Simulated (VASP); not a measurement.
```xyz
2
Lattice="3.3832 0.0000 0.0000 0.0000 3.3832 0.0000 0.0000 0.0000 3.3832" Properties=species:S:1:pos:R:3 pbc="T T T"
Mg     1.6916     1.6916     1.6916
Cd     0.0000     0.0000     0.0000
```

Computed with LDA (Ceperley-Alder, Perdew-Zunger), VASP's LDA PAW potentials (set 64) (plane waves; VASP). Run with 400 eV cut-off, 10×10×10 Γ-centred mesh, first-order Methfessel-Paxton smearing of 0.10 eV, potentials Mg Cd.

### Question
Predict the energy per atom (σ→0), band gap (on the k-mesh) with the smallest direct gap where there is one.

### Answer

```json
{
  "band gap (on the k-mesh)": "none (metal, semimetal or under 0.01 eV)",
  "energy per atom (σ→0)": "-1849 meV/atom"
}
```

Only differences to runs with the same potentials and settings are physical.

The structure comes from a computed database's MgCd entry (Pm-3m); how it stands against other phases isn't given here. It was relaxed first, which changed the volume by -8 %. The start is the result of an earlier pass.
